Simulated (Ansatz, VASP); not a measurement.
# Cross-check of BiAs between VASP and Ansatz

Aim: how closely do two programs agree when they are given the same cell, functional and k mesh? The cell is generated by rule, not measured, and may not be a known phase. The cell is taken from a series of runs on this material, whose earlier steps may have relaxed, scaled, displaced or heated it; both programs get it as it stands.

Calculated with Ansatz 0.2.0; plane waves, with VASP 6.6.1 beside it; relaxation of cell and atoms at PBEsol.

### 1. Starting point

The structure is cubic, space group Pm-3m (No. 221). Conventional cell: a = 3.633 Å, b = 3.633 Å, c = 3.633 Å, α = 90.00°, β = 90.00°, γ = 90.00°. Nearest to Bi lie 8 As at 3.15 Å. Nearest to As lie 8 Bi at 3.15 Å. Farther neighbours are not listed.

Coordinates:

```cif
data_structure
_symmetry_space_group_name_H-M 'Pm-3m'
_symmetry_Int_Tables_number 221
_cell_length_a 3.6334
_cell_length_b 3.6334
_cell_length_c 3.6334
_cell_angle_alpha 90.000
_cell_angle_beta 90.000
_cell_angle_gamma 90.000
_cell_volume 47.97
loop_
_atom_site_label
_atom_site_type_symbol
_atom_site_symmetry_multiplicity
_atom_site_Wyckoff_symbol
_atom_site_fract_x
_atom_site_fract_y
_atom_site_fract_z
_atom_site_occupancy
Bi1 Bi 1 a 0.00000 0.00000 0.00000 1
As1 As 1 b 0.50000 0.50000 0.50000 1
```

### 2. Ansatz: relaxation of cell and atoms, PBEsol, pair 1

Ansatz runs on its default PAW (the set named soft_2) files.

The relaxed volume is the usual yardstick between codes: in a stiff, nearly cubic crystal its relative difference is about their pressure difference at one cell divided by the bulk modulus.

input.yaml reads:

```yaml
crystal:
  lattice:
    - [3.6333651952, 0.0, 0.0]
    - [0.0, 3.6333651952, 0.0]
    - [0.0, 0.0, 3.6333651952]
  atoms:
    - { symbol: Bi, position: [0.0, 0.0, 0.0] }
    - { symbol: As, position: [0.5, 0.5, 0.5] }
kpoints:
  mp_grid: { grid: [12, 12, 12] }
hamiltonian:
  xc: pbesol
scf:
  occupations: { method: methfessel_paxton, width: 0.15 }
output:
  forces: true
  stress: true
  eigenvalues: true
relax:
  adjacent_minimum: "off"
  f_tol: 0.001
  max_steps: 60
  cell: { stress_tol: 0.01 }
```

On the command line:

```sh
$ ansatz run input.yaml --threads 4 --pin off --max-ram 7168MiB --backend cpu --events-out ev --progress --plain --runs-dir out
```

Numbers of over 12 decimals in the logs are rounded to 6 here.

The log of the run:

```text
Engine: ansatz 0.2.0, aarch64-unknown-linux-gnu
Pseudopotentials: kind: paw
Pseudopotential: Bi, paw, valence charge 15, recommended cutoff 420 eV (normal), Bi.paw.azcp
Pseudopotential: As, paw, valence charge 15, recommended cutoff 420 eV (normal), As.paw.azcp
Functional definition: PBEsol
  exchange = pbesol_x
  correlation = pbesol_c
Crystal: 2 atoms, lattice volume = 47.965 Å³
Basis set: ecut = 420 eV, 925 PW (Γ), exchange–correlation on 50×50×50 points (8 copies of the dense FFT grid, shifted against one another)
Bands: 19, of which v1, the nominal top of the filled ones, is band 15 counted from 1 (14 counted from 0)
Symmetry: 48 space group operations
Space group: Pm-3m (ITA 221), of the structure as read, at distance tolerance 3.6e-5 Å
k-points: 84 of 1728
Non-local potential: Bi, projectors of the file, l = 0: 2, l = 1: 2, l = 2: 2, l = 3: 2
Non-local potential: As, projectors of the file, l = 0: 2, l = 1: 2, l = 2: 3, l = 3: 1
PAW form: soft (Blöchl's): semilocal exchange-correlation on the pseudo side does not see the compensation charge
PAW frozen core: Bi, regenerated for the run's functional, and the local potential with it (the file was generated under x = pbe(κ = 0.804, μ = 0.219515), c = pbe(β = 0.066725))
PAW frozen core: As, regenerated for the run's functional, and the local potential with it (the file was generated under x = pbe(κ = 0.804, μ = 0.219515), c = pbe(β = 0.066725))
PAW one-centre angular grid: Bi, 590 points (default); XC on 64 Gauss nodes
PAW one-centre angular grid: As, 590 points (default); XC on 64 Gauss nodes
Initial density: superposition of atomic densities (neutral atoms: chi_scale 0, normalization atom), corrected by the library's trained network
Initial wavefunctions: pseudopotential atomic-orbital guess
Functional: x = pbesol(κ = 0.804, μ = 0.123457), c = pbesol(β = 0.046)
SCF iter   1: F=—  HF=-17054.619002 eV  |F-HF|=—  |Δ(HF+E_count)|=         —  Δρ=3.46e-3  dr2=1.23e-2  ethr=1.77e-3  ⟨swp⟩=5.4  Hψ=6967  notcnv=0
preconditioner: auto → Kerker (q_TF=auto, 2.523 Å⁻¹)  [metal: Δε(μ)=0.041 eV  Ē_g=18.244 eV  σ=0.150 eV  W_gap=0.23  n_scr=18 (ndim 8)  ℏωp=24.0 eV  f_vac=0.000  D(μ)=1.65/eV (n_scr^D=18)]
SCF iter   2: F=—  HF=-17054.615495 eV  |F-HF|=—  |Δ(HF+E_count)|=   3.51e-3  S|Δr|=    0.00e0  Δρ=1.78e-3  dr2=2.74e-3  ethr=4.09e-5  ⟨swp⟩=1.7  Hψ=2809  notcnv=0
SCF iter   3: F=—  HF=-17054.614882 eV  |F-HF|=—  |Δ(HF+E_count)|=   6.13e-4  S|Δr|=    0.00e0  Δρ=5.13e-4  dr2=2.24e-4  ethr=9.14e-6  ⟨swp⟩=2.0  Hψ=2849  notcnv=0
SCF iter   4: F=—  HF=-17054.614830 eV  |F-HF|=—  |Δ(HF+E_count)|=   5.20e-5  S|Δr|=    0.00e0  Δρ=2.10e-4  dr2=1.18e-5  ethr=7.45e-7  ⟨swp⟩=2.9  Hψ=2822  notcnv=0
SCF iter   5: F=—  HF=-17054.614809 eV  |F-HF|=—  |Δ(HF+E_count)|=   2.08e-5  S|Δr|=    0.00e0  Δρ=4.42e-5  dr2=6.78e-7  ethr=3.93e-8  ⟨swp⟩=2.1  Hψ=2447  notcnv=0
SCF iter   6: F=—  HF=-17054.614809 eV  |F-HF|=—  |Δ(HF+E_count)|=   3.75e-7  S|Δr|=    0.00e0  Δρ=1.96e-5  dr2=1.33e-7  ethr=3.33e-10  ⟨swp⟩=7.0  Hψ=8300  notcnv=0
SCF iter   7: F=-17054.614809 eV  HF=-17054.614809 eV  |F-HF|=7.09e-9  |Δ(HF+E_count)|=   5.00e-9  S|Δr|=    0.00e0  Δρ=5.07e-6  dr2=8.98e-9  ethr=3.33e-10  ⟨swp⟩=5.6  Hψ=6356  notcnv=0
SCF 1 converged in 7 iterations: F = -17054.614809 eV  dr2 = 8.98e-9
  greatest PAW one-centre occupation: 0.999 electrons in one spin orbital (limit 2), on the As atom at site 1 (counted from 0), in its partial waves of l = 2
relax step   1: F+E_penalty+E_count = -17054.61480861 eV  Δ(F+E_penalty+E_count) = +0.000e0 eV  max|allowed force component| = 8.940e-30 eV/Å  Δτ_max = 0.0000 Å  P = -0.274 GPa  Ω = 47.965 Å³  (7 SCF iters, dr2 threshold 1.00e-7 eV, accepted)
[...]
relax step   2: F+E_penalty+E_count = -17054.61495013 eV  Δ(F+E_penalty+E_count) = -1.415e-4 eV  max|allowed force component| = 5.259e-31 eV/Å  Δτ_max = 0.0000 Å  P = +0.191 GPa  Ω = 47.668 Å³  energy of the carried Pulay correction = +6.201e-5 eV  (4 SCF iters, dr2 threshold 1.88e-7 eV, accepted)
[...]
relax step   3: F+E_penalty+E_count = -17054.61499653 eV  Δ(F+E_penalty+E_count) = -4.640e-5 eV  max|allowed force component| = 2.104e-30 eV/Å  Δτ_max = 0.0000 Å  P = -0.001 GPa  Ω = 47.790 Å³  energy of the carried Pulay correction = +3.659e-5 eV  (3 SCF iters, dr2 threshold 9.12e-8 eV, accepted)
[...]
relax step   4: F+E_penalty+E_count = -17054.61496073 eV  Δ(F+E_penalty+E_count) = +3.580e-5 eV  max|allowed force component| = 2.104e-30 eV/Å  Δτ_max = 0.0000 Å  P = -0.001 GPa  Ω = 47.790 Å³  stress off target by 1.34e-3 GPa  SCF on the basis re-selected at this cell (its energy is not comparable with the rows above)  (6 SCF iters)
basis re-selected at this cell: Δ(F+E_penalty+E_count) = +3.580e-5 eV, ΔP = -0.000 GPa vs the last step (what re-selecting the basis moved, of the pressure what is left beyond the Pulay correction that the steps carried, after the strain that the cell walked since its last selection, with what the two solves' SCF thresholds leave and, on support functions, any second-order correction that the steps lacked; it is no m [...]
SCF converged after 6 iterations
Stability not checked: this state was not tested for a lower state beside it, because cold or Methfessel-Paxton smearing, or corrected tetrahedra, fill the levels in a way that the test cannot read (fill_not_monotonic; see scf.lower_state_search)
Free energy (F): -17054.614961 eV
Harris-Foulkes:  -17054.614961 eV  (|F-HF|=3.64e-12)
Internal energy: -17054.612669 eV  (E = F + TS)
E sigma→0 (E₀):  -17054.614388 eV
Entropy (-TS):   -0.002292 eV (-1.146 meV/atom)
Fermi energy:    12.534365 eV
--- Per-component energies (eV) ---
  E_band       = -269.482749
  E_kinetic    = 405.255504
  E_local      = -2859.452476  (includes V_loc(G=0)·N_el)
  E_nonlocal   = -105.885281
  E_hartree    = 1284.831065
  E_xc         = -229.798247
  E_vxc        = -224.356470  (∫ρ·V_xc dr)
  E_paw        = -12301.495268  (= ΣΔE_a)
  E_vpaw       = -54.705707  (= ΣTr[D̂ρ^β])
  E_aug_tail   = -0.000449  (compensation charges beyond the density's cutoff)
  E_ewald      = -3249.123698
  E_core_change = 1.056181  (= ΣΔE_core)
  E_smearing   = -0.002292  (= −TS)
  E_closure    = 0.000000  (closes the sum)
  Σ components = -17054.614961   (vs F -17054.614961, Δ=0.00e0)
--- Forces (eV/Å), atoms counted from 1 ---
  atom   1  Bi     0.00000000     0.00000000    -0.00000000
  atom   2  As     0.00000000    -0.00000000    -0.00000000
  max |Σ_I F_I| component: 4.21e-30 eV/Å
--- Stress (GPa, compression-positive) ---
       -0.001337       0.000000      -0.000000
        0.000000      -0.001337       0.000000
       -0.000000       0.000000      -0.001337
  P = ⅓ Tr σ = -0.0013 GPa (-0.013 kbar)
--- Band table (eV; the first three rows and the last of 84) ---
  k-point 0: bands = [... 11 lower, 5.1796, 10.5457, 10.5457, 10.5457, 16.3310, 16.3310, 18.4976, 18.4976]
  k-point 1: bands = [... 11 lower, 4.9952, 10.4533, 10.6304, 10.6304, 16.3927, 16.7427, 18.0634, 18.2518]
  k-point 2: bands = [... 11 lower, 4.4656, 10.3412, 10.8818, 10.8818, 16.5769, 16.6229, 17.5816, 17.5816]
  k-point 83: bands = [... 11 lower, 3.1418, 9.8152, 9.8152, 9.8152, 9.8748, 9.8748, 9.8748, 28.0546]
--- Relaxed structure (3 steps of the walk, 3 accepted, 1 SCFs on fresh bases) ---
  F+E_penalty+E_count = -17054.61496073 eV   max|allowed force component| = 2.104e-30 eV/Å   (the final SCF, on the basis selected at the relaxed cell)
  cell:  # Å, volume = 47.7897 Å³
    - [3.628925, 0, 0.0]
    - [0, 3.628925, 0]
    - [0.0, 0, 3.628925]
  atoms:
    - { symbol: Bi, position: [0, 0, 0] }
    - { symbol: As, position: [0.500000, 0.500000, 0.500000] }
```

In the SCF lines HF is the Harris–Foulkes energy and dr2 the Hartree energy of the density residual, in eV; the loop may stop once dr2 is under the threshold and the program's other checks hold. Hψ counts applications of the Hamiltonian.

### 3. VASP: relaxation of cell and atoms, PBEsol, pair 1

The same cell, functional, mesh and smearing now go to VASP, with its own data sets.

Lines of VASP's logs that name or quote its potential files are left out, and so is its time.

INCAR reads:

```
SYSTEM = BiAs
PREC = Accurate
ENCUT = 500
EDIFF = 1E-07
NELM = 120
ISMEAR = 1
SIGMA = 0.15
LREAL = .FALSE.
ALGO = Normal
GGA = PS
NBANDS = 16
LORBIT = 11
LWAVE = .FALSE.
LCHARG = .FALSE.
ISIF = 3
IBRION = 2
NSW = 80
EDIFFG = -0.005
LASPH = .TRUE.
GGA_COMPAT = .FALSE.
NELMIN = 4
KPAR = 2
```

POSCAR reads:

```
BiAs
1.0
    3.6333650000      0.0000000000      0.0000000000
    0.0000000000      3.6333650000      0.0000000000
    0.0000000000      0.0000000000      3.6333650000
Bi As
1 1
Direct
    0.0000000000      0.0000000000      0.0000000000
    0.5000001376      0.5000001376      0.5000001376
```

KPOINTS reads:

```
Automatic mesh
0
Gamma
12 12 12
0 0 0
```

PAW data sets: Bi_d and As (PBE family, release 64).

On the command line:

```sh
$ mpirun -np 2 vasp_std
```

The log of the run:

```text
[banner, memory and clock lines left out]
running    2 mpi-ranks, on    1 nodes
 distrk:  each k-point on    1 cores,    2 groups
 distr:  one band on    1 cores,    1 groups

 POSCAR found type information on POSCAR BiAs
 POSCAR found :  2 types and       2 ions
|                                                                             |
|               ----> ADVICE to this user running VASP <----                  |
|                                                                             |
|     You enforced a specific xc type in the INCAR file but a different       |
|     [... a line on the potential file left out ...]
|     I HOPE YOU KNOW WHAT YOU ARE DOING!                                     |
|                                                                             |

 LDA part: xc-table for (Slater+PW92), standard interpolation
 POSCAR, INCAR and KPOINTS ok, starting setup
 FFT: planning ... GRIDC
 FFT: planning ... GRID_SOFT
 FFT: planning ... GRID
 WAVECAR not read
 entering main loop
       N       E                     dE             d eps       ncg     rms          rms(c)
DAV:   1     0.143354872052E+03    0.14335E+03   -0.10048E+04  2696   0.133E+03
DAV:   2    -0.204210888853E+00   -0.14356E+03   -0.14084E+03  2984   0.343E+02
DAV:   3    -0.895084713071E+01   -0.87466E+01   -0.86770E+01  3520   0.841E+01
DAV:   4    -0.912180142655E+01   -0.17095E+00   -0.17092E+00  3352   0.131E+01
DAV:   5    -0.912865094624E+01   -0.68495E-02   -0.68495E-02  4048   0.228E+00    0.197E+00
DAV:   6    -0.900834035157E+01    0.12031E+00   -0.39278E-01  3912   0.427E+00    0.106E+00
DAV:   7    -0.900653881609E+01    0.18015E-02   -0.30861E-02  3296   0.972E-01    0.507E-01
DAV:   8    -0.900499274708E+01    0.15461E-02   -0.31813E-03  3176   0.401E-01    0.631E-02
DAV:   9    -0.900488003764E+01    0.11271E-03   -0.71970E-04  3784   0.161E-01    0.361E-02
DAV:  10    -0.900488200649E+01   -0.19689E-05   -0.47932E-05  3312   0.489E-02    0.159E-02
DAV:  11    -0.900488085302E+01    0.11535E-05   -0.10514E-05  3536   0.301E-02    0.372E-03
DAV:  12    -0.900488053365E+01    0.31937E-06   -0.80074E-07  3424   0.854E-03    0.182E-03
DAV:  13    -0.900488046705E+01    0.66601E-07   -0.28530E-08  2000   0.110E-03
   1 F= -.90048805E+01 E0= -.90040747E+01  d E =-.900488E+01
 curvature:   0.00 expect dE= 0.000E+00 dE for cont linesearch  0.000E+00
 trial: gam= 0.00000 g(F)=  0.000E+00 g(S)=  0.324E-03 ort = 0.000E+00 (trialstep = 0.100E+01)
 search vector abs. value=  0.324E-03
 bond charge predicted
       N       E                     dE             d eps       ncg     rms          rms(c)
DAV:   1    -0.900926448578E+01   -0.43840E-02   -0.11403E-01  3432   0.517E+00    0.348E-01
DAV:   2    -0.900561930780E+01    0.36452E-02   -0.62115E-03  3360   0.129E+00    0.144E-01
DAV:   3    -0.900491462232E+01    0.70469E-03   -0.28993E-03  3704   0.785E-01    0.194E-02
DAV:   4    -0.900492441091E+01   -0.97886E-05   -0.53380E-05  2920   0.698E-02    0.126E-02
DAV:   5    -0.900493220249E+01   -0.77916E-05   -0.10893E-05  3184   0.258E-02    0.325E-03
DAV:   6    -0.900493329959E+01   -0.10971E-05   -0.13612E-06  3400   0.864E-03    0.163E-03
DAV:   7    -0.900493278316E+01    0.51643E-06   -0.33461E-07  2960   0.395E-03    0.430E-04
DAV:   8    -0.900493268011E+01    0.10305E-06   -0.16835E-08  1584   0.127E-03    0.155E-04
DAV:   9    -0.900493266869E+01    0.11428E-07   -0.21475E-09  1528   0.464E-04
   2 F= -.90049327E+01 E0= -.90041401E+01  d E =-.522016E-04
 trial-energy change:   -0.000052  1 .order   -0.000055   -0.000324    0.000213
 step:   0.5946(harm=  0.6031)  dis= 0.00000  next Energy=    -9.004976 (dE=-0.956E-04)
 bond charge predicted
       N       E                     dE             d eps       ncg     rms          rms(c)
DAV:   1    -0.900568683786E+01   -0.75416E-03   -0.18856E-02  3416   0.212E+00    0.141E-01
DAV:   2    -0.900509223876E+01    0.59460E-03   -0.10188E-03  3336   0.522E-01    0.586E-02
DAV:   3    -0.900497495662E+01    0.11728E-03   -0.48225E-04  3680   0.319E-01    0.797E-03
DAV:   4    -0.900497546760E+01   -0.51098E-06   -0.89040E-06  2864   0.287E-02    0.511E-03
DAV:   5    -0.900497483444E+01    0.63316E-06   -0.17931E-06  3184   0.105E-02    0.132E-03
DAV:   6    -0.900497445139E+01    0.38304E-06   -0.22086E-07  3208   0.362E-03    0.677E-04
DAV:   7    -0.900497466284E+01   -0.21145E-06   -0.53746E-08  1560   0.162E-03    0.176E-04
DAV:   8    -0.900497470541E+01   -0.42576E-07   -0.58164E-09  1400   0.763E-04
   3 F= -.90049747E+01 E0= -.90041760E+01  d E =-.942384E-04
 curvature:  -0.30 expect dE=-0.455E-09 dE for cont linesearch -0.455E-09
 trial: gam=-0.00215 g(F)=  0.201E-46 g(S)=  0.151E-08 ort = 0.699E-06 (trialstep = 0.919E+00)
 search vector abs. value=  0.100E-09
 reached required accuracy - stopping structural energy minimisation
```

Parts of OUTCAR (step 3):

```text
ion  position               nearest neighbor table
   1  0.000  0.000  0.000-   2 3.15   2 3.15   2 3.15   2 3.15   2 3.15   2 3.15   2 3.15   2 3.15

  LATTYP: Found a simple cubic cell.
 ALAT       =     3.6333650000

 Subroutine GETGRP returns: Found 48 space group operations
 (whereof 48 operations were pure point group operations)

The static configuration has the point symmetry O_h .

 Found     84 irreducible k-points:

   k-points           NKPTS =     84   k-points in BZ     NKDIM =     84   number of bands    NBANDS=     16

   dimension x,y,z NGX =    28 NGY =   28 NGZ =   28
   dimension x,y,z NGXF=    56 NGYF=   56 NGZF=   56

   ENCUT  =  500.0 eV  36.75 Ry    6.06 a.u.   6.62  6.62  6.62*2*pi/ulx,y,z

   NELECT =      20.0000    total number of electrons

 k-points in reciprocal lattice and weights: Automatic mesh
   0.00000000  0.00000000  0.00000000       0.001
   0.08333333  0.00000000  0.00000000       0.003
   0.16666667  0.00000000  0.00000000       0.003
   0.25000000  0.00000000  0.00000000       0.003
   0.33333333  0.00000000  0.00000000       0.003
   0.41666667  0.00000000  0.00000000       0.003
   0.50000000  0.00000000  0.00000000       0.002
   0.08333333  0.08333333  0.00000000       0.007
   0.16666667  0.08333333  0.00000000       0.014
[...]
0.50000000  0.50000000  0.41666667       0.003
   0.50000000  0.50000000  0.50000000       0.001

 average (electrostatic) potential at core
       1-103.2626       2 -46.9287

 E-fermi :   7.6462

 k-point     1 :       0.0000    0.0000    0.0000
  band No.  band energies     occupation
    ...
      6      -6.6962      2.00000
      7       0.2854      2.00000
      8       5.6585      2.00000
      9       5.6585      2.00000
     10       5.6585      2.00000
     11      11.4382      0.00000
     12      11.4382      0.00000
     13      13.6037      0.00000
     14      13.6037      0.00000
     15      13.6037      0.00000
    ...

 k-point     2 :       0.0833    0.0000    0.0000
  band No.  band energies     occupation
    ...
      6      -6.6190      2.00000
      7       0.1014      2.00000
      8       5.5656      2.00000
      9       5.7431      2.00000
     10       5.7431      2.00000
     11      11.4997      0.00000
     12      11.8499      0.00000
     13      13.1682      0.00000
     14      13.3577      0.00000
     15      13.3577      0.00000
    ...

 k-point     3 :       0.1667    0.0000    0.0000
  band No.  band energies     occupation
    ...
      6      -6.3880      2.00000
      7      -0.4272      2.00000
      8       5.4525      2.00000
      9       5.9945      2.00000
     10       5.9945      2.00000
     11      11.6837      0.00000
     12      11.7306      0.00000
     13      12.6875      0.00000
     14      12.6875      0.00000
     15      13.4124      0.00000
    ...

  Total       -0.0001444     -0.0001444     -0.0001444      0.0000000      0.0000000      0.0000000
  in kB       -0.0048383     -0.0048383     -0.0048383      0.0000000      0.0000000      0.0000000
  external PRESSURE =      -0.0048383 kB  Pullay stress =       0.0000000 kB

  energy-cutoff  :      500.00
  volume of cell :       47.83
      direct lattice vectors                 reciprocal lattice vectors
     3.629878827 -0.000000000  0.000000000     0.275491290  0.000000000 -0.000000000
    -0.000000000  3.629878827 -0.000000000     0.000000000  0.275491290  0.000000000
     0.000000000 -0.000000000  3.629878827    -0.000000000  0.000000000  0.275491290

 POSITION                                       TOTAL-FORCE (eV/Angst)
 -----------------------------------------------------------------------------------
      0.00000      0.00000      0.00000         0.000000     -0.000000      0.000000
      1.81494      1.81494      1.81494        -0.000000      0.000000      0.000000
 -----------------------------------------------------------------------------------
    total drift:                               -0.000065     -0.000065     -0.000065

  FREE ENERGIE OF THE ION-ELECTRON SYSTEM (eV)
  ---------------------------------------------------
  free  energy   TOTEN  =        -9.0049747054 eV

  energy  without entropy=       -9.0025787306  energy(sigma->0) =       -9.00417605

 reached required accuracy - stopping structural energy minimisation

 total charge
# of ion       s       p       d       tot
------------------------------------------
    1        1.569   1.183   9.950  12.701
    2        1.314   1.317   0.031   2.662
--------------------------------------------------
tot          2.883   2.499   9.981  15.363

[... 3 further parts left out ...]
```

CONTCAR:

```
BiAs
   1.00000000000000
     3.6298788269163764   -0.0000000000000000    0.0000000000000000
    -0.0000000000000000    3.6298788269163764   -0.0000000000000000
     0.0000000000000000   -0.0000000000000000    3.6298788269163764
  Bi              As
     1     1
Direct
     0.0000000000000000    0.0000000000000000    0.0000000000000000
     0.5000001375999972    0.5000001375999972    0.5000001375999972
```

### 4. Side by side

Known differences besides the potentials themselves: the data sets hold 30 valence electrons in Ansatz (on its default PAW (the set named soft_2) files) and 20 in VASP; the cutoff is 420 eV in Ansatz and 500 eV in VASP; Ansatz makes its cores anew for this functional, VASP keeps those of its PBE data sets; Ansatz adds a Pulay correction to the stress that steers its cell, VASP none. Total energies have different zeros and are not compared.

The two programs side by side:

| quantity | Ansatz | VASP | difference |
| --- | --- | --- | --- |
| volume (Å³) | 47.79 | 47.83 | -0.08 % |
| edge a after relaxation, in the typed setting (Å) | 3.629 | 3.630 | -0.03 % |

(Part 1 of 2 ends here.)

[Lines on the potential files, build, host, timing and source positions are cut from VASP's logs without a mark.]

[Logs are printed without paths, hosts, clocks, repeated set-up lines and the standing remarks that a program may print on its own settings, such as how far it seeks lower states.]

[Hosts, paths, dates, database ids (printed as entryN), source tags and the programs' standing remarks are cut or masked in the printed files.]
